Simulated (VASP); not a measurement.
# MnO2 (Pyrolusite): hyperfine terms and field gradients, part 4 of 4

Aim: the hyperfine contact terms and the field gradients at the nuclei of MnO2 (Pyrolusite), by functional. The start is a cell from a database of measured crystal structures.

VASP 6.6.1, plane waves and PAW; the level of theory is named at each step.

So far. Step 2 (Local probes at PBE): The largest gradient is -123.2 V/Å², at O3.

### Step 3. Local probes at r2SCAN (continued)

Level of this step: r2SCAN, DFT+U (Mn d 4.5 eV), spin-polarised from a ferromagnetic start; plane waves and PAW (Mn_pv, O) (VASP).

OUTCAR, selected parts (step 3):

```text
 Found     60 irreducible k-points:

   NELECT =      50.0000    total number of electrons

atom =   1  type =  1  l = 2

 onsite density matrix

spin component  1

  0.6454  0.0000 -0.1892  0.0000  0.0000
  0.0000  0.7458  0.0000 -0.2270  0.0000
 -0.1892  0.0000  0.8504  0.0000 -0.0000
  0.0000 -0.2270  0.0000  0.7458  0.0000
  0.0000  0.0000 -0.0000  0.0000  0.9777

spin component  2

  0.2160  0.0000  0.1060  0.0000 -0.0000
  0.0000  0.2009  0.0000  0.1174  0.0000
  0.1060  0.0000  0.1269  0.0000  0.0000
  0.0000  0.1174  0.0000  0.2009  0.0000
 -0.0000  0.0000  0.0000  0.0000  0.0865

 occupancies and eigenvectors

  o =  0.0565  v =  0.0000  0.0000  0.0000  0.0000  0.0000 -0.5535 -0.0000  0.8328  0.0000 -0.0000      0.0000  0.0000  0.0000  0.0000  0.0000  0.0000  0.0000  0.0000  0.0000  0.0000
  o =  0.0835  v =  0.0000  0.0000  0.0000  0.0000  0.0000  0.0000  0.7071  0.0000 -0.7071 -0.0000      0.0000  0.0000  0.0000  0.0000  0.0000  0.0000  0.0000  0.0000  0.0000  0.0000
  o =  0.0865  v =  0.0000  0.0000  0.0000  0.0000  0.0000 -0.0000  0.0000  0.0000  0.0000  1.0000      0.0000  0.0000  0.0000  0.0000  0.0000  0.0000  0.0000  0.0000  0.0000  0.0000
  o =  0.2864  v =  0.0000  0.0000  0.0000  0.0000  0.0000 -0.8328 -0.0000 -0.5535  0.0000 -0.0000      0.0000  0.0000  0.0000  0.0000  0.0000  0.0000  0.0000  0.0000  0.0000  0.0000
  o =  0.3183  v =  0.0000  0.0000  0.0000  0.0000  0.0000  0.0000 -0.7071  0.0000 -0.7071  0.0000      0.0000  0.0000  0.0000  0.0000  0.0000  0.0000  0.0000  0.0000  0.0000  0.0000
  o =  0.5188  v =  0.0000 -0.7071  0.0000 -0.7071 -0.0000  0.0000  0.0000  0.0000  0.0000  0.0000      0.0000  0.0000  0.0000  0.0000  0.0000  0.0000  0.0000  0.0000  0.0000  0.0000
  o =  0.5327  v =  0.8592 -0.0000  0.5117  0.0000  0.0000  0.0000  0.0000  0.0000  0.0000  0.0000      0.0000  0.0000  0.0000  0.0000  0.0000  0.0000  0.0000  0.0000  0.0000  0.0000
  o =  0.9631  v =  0.5117  0.0000 -0.8592  0.0000 -0.0000  0.0000  0.0000  0.0000  0.0000  0.0000      0.0000  0.0000  0.0000  0.0000  0.0000  0.0000  0.0000  0.0000  0.0000  0.0000
  o =  0.9728  v =  0.0000  0.7071  0.0000 -0.7071  0.0000  0.0000  0.0000  0.0000  0.0000  0.0000      0.0000  0.0000  0.0000  0.0000  0.0000  0.0000  0.0000  0.0000  0.0000  0.0000
  o =  0.9777  v =  0.0000 -0.0000 -0.0000  0.0000  1.0000  0.0000  0.0000  0.0000  0.0000  0.0000      0.0000  0.0000  0.0000  0.0000  0.0000  0.0000  0.0000  0.0000  0.0000  0.0000

atom =   2  type =  1  l = 2

 onsite density matrix

spin component  1

  0.6454  0.0000  0.1892  0.0000  0.0000
  0.0000  0.7458  0.0000  0.2270  0.0000
  0.1892  0.0000  0.8504  0.0000  0.0000
  0.0000  0.2270  0.0000  0.7458  0.0000
  0.0000  0.0000  0.0000  0.0000  0.9777

spin component  2

  0.2160  0.0000 -0.1060  0.0000  0.0000
  0.0000  0.2009  0.0000 -0.1174  0.0000
 -0.1060  0.0000  0.1269  0.0000  0.0000
  0.0000 -0.1174  0.0000  0.2009  0.0000
  0.0000  0.0000  0.0000  0.0000  0.0865

 occupancies and eigenvectors

  o =  0.0565  v =  0.0000  0.0000  0.0000  0.0000  0.0000 -0.5535 -0.0000 -0.8328  0.0000  0.0000      0.0000  0.0000  0.0000  0.0000  0.0000  0.0000  0.0000  0.0000  0.0000  0.0000
  o =  0.0835  v =  0.0000  0.0000  0.0000  0.0000  0.0000  0.0000 -0.7071  0.0000 -0.7071 -0.0000      0.0000  0.0000  0.0000  0.0000  0.0000  0.0000  0.0000  0.0000  0.0000  0.0000
  o =  0.0865  v =  0.0000  0.0000  0.0000  0.0000  0.0000 -0.0000  0.0000 -0.0000  0.0000 -1.0000      0.0000  0.0000  0.0000  0.0000  0.0000  0.0000  0.0000  0.0000  0.0000  0.0000
  o =  0.2864  v =  0.0000  0.0000  0.0000  0.0000  0.0000 -0.8328 -0.0000  0.5535  0.0000  0.0000      0.0000  0.0000  0.0000  0.0000  0.0000  0.0000  0.0000  0.0000  0.0000  0.0000
  o =  0.3183  v =  0.0000  0.0000  0.0000  0.0000  0.0000  0.0000 -0.7071  0.0000  0.7071 -0.0000      0.0000  0.0000  0.0000  0.0000  0.0000  0.0000  0.0000  0.0000  0.0000  0.0000
  o =  0.5188  v = -0.0000  0.7071  0.0000 -0.7071  0.0000  0.0000  0.0000  0.0000  0.0000  0.0000      0.0000  0.0000  0.0000  0.0000  0.0000  0.0000  0.0000  0.0000  0.0000  0.0000
  o =  0.5327  v =  0.8592  0.0000 -0.5117 -0.0000  0.0000  0.0000  0.0000  0.0000  0.0000  0.0000      0.0000  0.0000  0.0000  0.0000  0.0000  0.0000  0.0000  0.0000  0.0000  0.0000
  o =  0.9631  v = -0.5117 -0.0000 -0.8592 -0.0000  0.0000  0.0000  0.0000  0.0000  0.0000  0.0000      0.0000  0.0000  0.0000  0.0000  0.0000  0.0000  0.0000  0.0000  0.0000  0.0000
  o =  0.9728  v = -0.0000  0.7071 -0.0000  0.7071  0.0000  0.0000  0.0000  0.0000  0.0000  0.0000      0.0000  0.0000  0.0000  0.0000  0.0000  0.0000  0.0000  0.0000  0.0000  0.0000
  o =  0.9777  v = -0.0000  0.0000 -0.0000  0.0000 -1.0000  0.0000  0.0000  0.0000  0.0000  0.0000      0.0000  0.0000  0.0000  0.0000  0.0000  0.0000  0.0000  0.0000  0.0000  0.0000

 E-fermi :   4.7371

 spin component 1
 k-point     1 :       0.0000    0.0000    0.0000
  band No.  band energies     occupation
    ...
     25       3.7177      1.00000
     26       4.1885      0.99998
     27       4.1885      0.99998
     28       4.3186      0.99977
     29       4.6833      0.74569
     30       7.8136      0.00000
     31       7.8136      0.00000
     32       8.3030      0.00000
     33      13.5161      0.00000
     34      16.8645      0.00000
    ...

 k-point     2 :       0.1667    0.0000    0.0000
  band No.  band energies     occupation
    ...
     24       3.0180      1.00000
     25       3.5488      1.00000
     26       3.6773      1.00000
     27       3.8862      1.00000
     28       4.5557      0.97409
     29       5.2480      0.00004
     30       7.7633      0.00000
     31       7.7828      0.00000
     32       8.2075      0.00000
     33      13.9224      0.00000
    ...

 k-point     3 :       0.3333    0.0000    0.0000
  band No.  band energies     occupation
    ...
     24       2.8879      1.00000
     25       3.2813      1.00000
     26       3.4782      1.00000
     27       3.4988      1.00000
     28       4.2196      0.99997
     29       6.2867      0.00000
     30       7.6764      0.00000
     31       7.7109      0.00000
     32       7.8598      0.00000
     33      14.9038      0.00000
    ...

 k-point     4 :       0.5000    0.0000    0.0000
  band No.  band energies     occupation
    ...
     24       2.8938      1.00000
     25       3.1103      1.00000
     26       3.1103      1.00000
     27       3.8039      1.00000
     28       3.8039      1.00000
     29       7.2015      0.00000
     30       7.2015      0.00000
     31       7.6550      0.00000
     32       7.6550      0.00000
     33      15.9953      0.00000
    ...

  Total        1.9522452      1.9522452      3.7415406      0.0000000      0.0000000      0.0000000
  in kB       56.2781244     56.2781244    107.8588337      0.0000000      0.0000000      0.0000000
  external PRESSURE =      73.4716942 kB  Pullay stress =       0.0000000 kB

 POSITION                                       TOTAL-FORCE (eV/Angst)
 -----------------------------------------------------------------------------------
      2.19915      2.19915      1.43650         0.000000     -0.000000     -0.000000
      0.00000      0.00000      0.00000         0.000000     -0.000000     -0.000000
      3.54129      0.85701      1.43650        -0.071584      0.071584     -0.000000
      3.05616      3.05616      0.00000         0.071584      0.071584     -0.000000
      0.85701      3.54129      1.43650         0.071584     -0.071584     -0.000000
      1.34214      1.34214      0.00000        -0.071584     -0.071584      0.000000
 -----------------------------------------------------------------------------------
    total drift:                                0.000000      0.000000      0.000000

  FREE ENERGIE OF THE ION-ELECTRON SYSTEM (eV)
  ---------------------------------------------------
  free  energy   TOTEN  =       -59.5560488979 eV

  energy  without entropy=      -59.5541127660  energy(sigma->0) =      -59.55508083

 Electric field gradients after diagonalization (V/A^2)
 (convention: |V_zz| > |V_xx| > |V_yy|)
----------------------------------------------------------------------
 ion       V_xx      V_yy      V_zz     asymmetry (V_yy - V_xx)/ V_zz
----------------------------------------------------------------------
   1      16.751     1.658   -18.409       0.820
   2      16.751     1.658   -18.409       0.820
   3      80.248    49.349  -129.597       0.238
   4      80.248    49.349  -129.597       0.238
   5      80.248    49.349  -129.597       0.238
   6      80.248    49.349  -129.597       0.238
----------------------------------------------------------------------

 Fermi contact (isotropic) hyperfine coupling parameter (MHz)
 -------------------------------------------------------------
  ion      A_pw      A_1PS     A_1AE     A_1c      A_tot
 -------------------------------------------------------------
   1      14.401    14.399     8.651   -12.953     8.653
   2      14.401    14.399     8.651   -12.953     8.653
   3      -0.428    -0.431    -0.837     0.434    -0.835
   4      -0.428    -0.431    -0.837     0.434    -0.835
   5      -0.428    -0.431    -0.837     0.434    -0.835
   6      -0.428    -0.431    -0.837     0.434    -0.835
 -------------------------------------------------------------

 Total hyperfine coupling parameters after diagonalization (MHz)
 (convention: |A_zz| > |A_xx| > |A_yy|)
 ----------------------------------------------------------------------
  ion      A_xx      A_yy      A_zz     asymmetry (A_yy - A_xx)/ A_zz
 ----------------------------------------------------------------------
   1       8.588     8.475     8.895      -0.013
   2       8.588     8.475     8.895      -0.013
   3      -1.509     0.569    -1.564      -1.329
   4      -1.509     0.569    -1.564      -1.329
   5      -1.509     0.569    -1.564      -1.329
   6      -1.509     0.569    -1.564      -1.329
 ---------------------------------------------------------------------

 total charge
# of ion       s       p       d       tot
------------------------------------------
    1        0.389   6.476   4.764  11.629
    2        0.389   6.476   4.764  11.629
    3        1.571   3.519   0.000   5.090
    4        1.571   3.519   0.000   5.090
    5        1.571   3.519   0.000   5.090
    6        1.571   3.519   0.000   5.090
--------------------------------------------------
tot          7.062  27.030   9.528  43.620

 magnetization (x)
# of ion       s       p       d       tot
------------------------------------------
    1        0.019   0.032   3.132   3.183
    2        0.019   0.032   3.132   3.183
    3       -0.003  -0.102   0.000  -0.105
    4       -0.003  -0.102   0.000  -0.105
    5       -0.003  -0.102   0.000  -0.105
    6       -0.003  -0.102   0.000  -0.105
--------------------------------------------------
tot          0.025  -0.342   6.264   5.947

[... 9 parts as in an earlier step ...]

[... 9 further parts left out ...]
```

The PAW data sets were made with PBE, which is usual practice but a small mismatch for other functionals.

This step gave:

```
free energy (TOTEN)                               : -59.5560 eV
energy at zero smearing                           : -59.5551 eV
Fermi energy                                      : 4.737 eV
pressure                                          : 7.347 GPa
moment of the cell, from the last line of the log : 6.021 μB
```

Spin moment in the PAW sphere by atom:

```csv
atom,spin moment in the PAW sphere (μB)
Mn1,3.18
Mn2,3.18
O3,-0.10
O4,-0.10
O5,-0.10
O6,-0.10
```

For a gyromagnetic ratio of 1 MHz/T at every nucleus. The program has divided the terms by the spin of the whole cell, so they fall as a cell holds more magnetic ions. A_tot leaves out the core's term, which the program lists beside it. Hyperfine Fermi contact, by row:

```csv
atom,A_tot (MHz),core term A_1c (MHz),"contact term, their sum (MHz)"
Mn1,8.653,-12.95,-4.3
Mn2,8.653,-12.95,-4.3
O3,-0.835,0.434,-0.401
O4,-0.835,0.434,-0.401
O5,-0.835,0.434,-0.401
O6,-0.835,0.434,-0.401
```

Ordered as |Vzz| ≥ |Vxx| ≥ |Vyy|, the program's way. Electric field gradients, by row:

```csv
atom,Vxx (V/Å²),Vyy (V/Å²),Vzz (V/Å²),asymmetry
Mn1,16.75,1.658,-18.41,0.82
Mn2,16.75,1.658,-18.41,0.82
O3,80.25,49.35,-129.6,0.238
O4,80.25,49.35,-129.6,0.238
O5,80.25,49.35,-129.6,0.238
O6,80.25,49.35,-129.6,0.238
```

The largest gradient is -129.6 V/Å², at O3.

### Step 4. Summary

This step: electric field gradients, PBE, r2SCAN; plane waves and PAW (VASP 6.6.1).

This step runs nothing: it gathers the runs above.

Cost is wall time times ranks on a shared host. EFG, by row:

```csv
functional,Vzz Mn1 (V/Å²),Vzz Mn2 (V/Å²),Vzz O3 (V/Å²),Vzz O4 (V/Å²),Vzz O5 (V/Å²),Vzz O6 (V/Å²),cost (core minutes)
PBE,-15.22,-15.22,-123.2,-123.2,-123.2,-123.2,3.73
r2SCAN,-18.41,-18.41,-129.6,-129.6,-129.6,-129.6,12.2
```

### Step 5. Summary of results

```json
{
 "PBE": "largest |Vzz| 123 V/Å²",
 "r2SCAN": "largest |Vzz| 130 V/Å²"
}
```

What this shows: The largest field gradient is that at O3, Vzz = -123 V/Å² at PBE, with an asymmetry of 0.26. On that site the functionals span -130 to -123 V/Å², at costs of 3.7 to 12 core minutes. The Hubbard term of the inputs acts at every level. The largest contact term, with the core's share, for a gyromagnetic ratio of 1 MHz/T and divided by the spin of the whole cell: -4.73 MHz on Mn1 at PBE and -4.3 MHz on Mn1 at r2SCAN. At magnetic ions the core's share is large and depends on the functional. The values belong to the ordered state computed here. For isotopes with a quadrupole moment, the coupling follows from Vzz times that moment. Kohn-Sham core levels are too shallow against measured binding energies; only differences between inequivalent sites of one element, where there are any, carry meaning. The given cell is kept, although it stands at +12.9 GPa at PBE and ENCUT = 560 eV, which holds the mismatch of the given cell with this functional, any error of the entry itself and any basis-set error. The atoms weren't relaxed and carry forces of up to 0.12 eV/Å at PBE, so the numbers belong to the given coordinates, and a relaxation would change them. All of it rests on one ferromagnetic start, which may not be the order of the real compound, and on the typed U. Not tabulated here, as repeats of values shown or as unfit to read for their mesh, reference level or band range: hyperfine terms (local probes).

[Lines on the potential files, build, host, timing and source positions are cut from VASP's logs without a mark.]

[Logs are printed without paths, hosts, clocks, repeated set-up lines and the standing remarks that a program may print on its own settings, such as how far it seeks lower states.]

[Hosts, paths, dates, database ids (printed as entryN), source tags and the programs' standing remarks are cut or masked in the printed files.]
